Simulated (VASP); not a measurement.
Consider the following.

```
Pb
1.0
    0.00000     2.43483     2.43483
    2.43483     0.00000     2.43483
    2.43483     2.43483     0.00000
Pb
1
Direct
  0.00000   0.00000   0.00000
```

Level of theory: TPSS meta-GGA, VASP's PBE PAW potentials (set 64) (plane waves; VASP 6.6.1). Numerical set-up: 520 eV cut-off, 13×13×13 Γ-centred mesh, first-order Methfessel-Paxton smearing of 0.10 eV, potentials Pb_d.

Unless said otherwise, spin-orbit coupling is left out, though it shifts the bands of the heavy elements here.

**Question.** Predict the energy per atom (σ→0), pressure, band gap (on the k-mesh) with the smallest direct gap where there is one.

**Answer.** 
```
Item                                                        Result
------------------------  ----------------------------------------
band gap (on the k-mesh)  none (metal, semimetal or under 0.01 eV)
energy per atom (σ→0)                               -2.978 eV/atom
pressure                                                  3.56 GPa
```

The compound is Pb in the fcc structure. This cell is one point of a volume scan, at 0.94 of the reference volume.
